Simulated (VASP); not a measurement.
InP (relaxed from the zinc blende structure, space group F-43m) is relaxed at rising pressure, each step from the one before. Symmetry mostly holds the structure type, and other phases were not tried. The mesh follows the cell, and a change of mesh leaves a small step in the series.

Data:

```cif
data_In4P4
_chemical_formula_sum 'In4 P4'
_space_group_name_H-M_alt 'F-43m'
_space_group_IT_number 216
_space_group_name_Hall 'F -4 2 3'
_cell_length_a 5.87648
_cell_length_b 5.87648
_cell_length_c 5.87648
_cell_angle_alpha 90.000
_cell_angle_beta 90.000
_cell_angle_gamma 90.000
loop_
_atom_site_label
_atom_site_type_symbol
_atom_site_symmetry_multiplicity
_atom_site_Wyckoff_symbol
_atom_site_fract_x
_atom_site_fract_y
_atom_site_fract_z
_atom_site_occupancy
In1 In 4 a 0.00000 0.00000 0.00000 1
P1 P 4 d 0.75000 0.75000 0.75000 1
```
(The calculation used a cell of 2 atoms; values per cell refer to that cell.)

The numbers are results of PBEsol GGA, VASP's PBE PAW potentials (set 64) (plane waves; VASP), not measurements. Numerical set-up: 500 eV cut-off, 8×8×8 Γ-centred mesh, Gaussian smearing of 0.050 eV, potentials In_d P.

```csv
P (GPa),V (Å³/atom),H − H(0) (eV/atom),space group,k-mesh
0,25.37,0.000,F-43m,8×8×8
5,23.81,0.766,F-43m,8×8×8
10,22.64,1.490,F-43m,8×8×8
20,20.93,2.847,F-43m,8×8×8
30,…,…,F-43m,8×8×8
45,…,…,F-43m,9×9×9
```

**Question.** Some entries are withheld; supply them.

**Answer.** 
- 30, V (Å³/atom): 19.70
- 30, H − H(0) (eV/atom): 4.113
- 45, V (Å³/atom): 18.32
- 45, H − H(0) (eV/atom): 5.890

Pressures at which the relaxation failed are left out.

The structure was generated: InP was put into the zinc blende type (F-43m), which need not be its known phase.
